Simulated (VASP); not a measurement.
A convergence study with VASP on Ti2Ag (space group I4/mmm): one setting is varied, all else stays as given below, so the limit is that of these other settings.

```
AgTi2
1.0
   -1.50315     1.50315     6.03434
    1.50315    -1.50315     6.03434
    1.50315     1.50315    -6.03434
Ti Ag
2 1
Direct
  0.32849   0.32849   0.00000
  0.67151   0.67151   0.00000
  0.00000   0.00000   0.00000
```

These are PBEsol GGA, VASP's PBE PAW potentials (set 64) (plane waves; VASP) values and carry that method's errors. The tightest run used: 550 eV cut-off, 17×17×17 Monkhorst-Pack mesh, first-order Methfessel-Paxton smearing of 0.10 eV, potentials Ti_sv Ag.

```csv
setting,E (eV/atom),pressure (GPa),largest force (eV/Å),irreducible k-points
1×1×1 mesh,-8.9549,-12.24,1.444,1
2×2×2 mesh,-6.5225,-8.19,0.352,3
3×3×3 mesh,-6.7585,-10.54,0.450,6
4×4×4 mesh,-6.6880,-9.40,0.066,11
5×5×5 mesh,-6.6757,-9.43,0.280,18
```

Q: These are the cheaper rows. Estimate the results at 17×17×17 mesh, and how far the last row shown lies from them.

A: 
```tsv
quantity	tightest run	last row shown is off by
E (eV/atom)	-6.6913	0.0155
pressure (GPa)	-9.53	0.11
largest force (eV/Å)	0.156	0.124
```

VASP warned of too few bands at 1×1×1 mesh.

Left out are rungs that failed or repeat a setting and relaxations that didn't move; long series are thinned to 24 rows.

The structure comes from a computed database's Ti2Ag entry (I4/mmm); how it stands against other phases isn't given here. The cell was not relaxed at this level, forces remain on its atoms. The electron count is odd and the run is not spin-polarised, which forces a metal. VASP warned that the highest band is occupied, so more bands are needed.
